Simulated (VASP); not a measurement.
Input:

```
CELL_PARAMETERS angstrom
      3.07578    -1.71837    -0.04430
      3.07578     1.71837    -0.04430
     -0.67992     0.00000     4.44524
ATOMIC_POSITIONS crystal
  Ca 0.96505 0.03495 0.00000
  H  0.08438 0.45469 0.54933
  H  0.54531 0.91562 0.45067
  O  0.27504 0.31589 0.73689
  O  0.68411 0.72496 0.26311
```

Method: LDA (Ceperley-Alder, Perdew-Zunger), VASP's LDA PAW potentials (set 64) (plane waves; VASP 6.6.1). Numerical set-up: 520 eV cut-off, 8×8×6 Γ-centred mesh, tetrahedra with Blöchl corrections, potentials Ca_sv H O.

The cores are frozen, which limits the accuracy of field gradients.

Give the principal components of the electric field gradient (V/Å²) and the asymmetry η at each nucleus.

```json
[
 {"atom": "Ca1", "Vxx": "-19.5", "Vyy": "-6.5", "Vzz": "26.0", "η": "0.50"},
 {"atom": "H2", "Vxx": "-16.1", "Vyy": "-12.9", "Vzz": "29.0", "η": "0.11"},
 {"atom": "H3", "Vxx": "-16.1", "Vyy": "-12.9", "Vzz": "29.0", "η": "0.11"},
 {"atom": "O4", "Vxx": "-58.2", "Vyy": "-32.2", "Vzz": "90.4", "η": "0.29"},
 {"atom": "O5", "Vxx": "-58.2", "Vyy": "-32.2", "Vzz": "90.4", "η": "0.29"}
]
```

The structure comes from a computed database's CaH2O2 entry (C2); how it stands against other phases isn't given here. It was relaxed first, which changed the volume by -17 %.
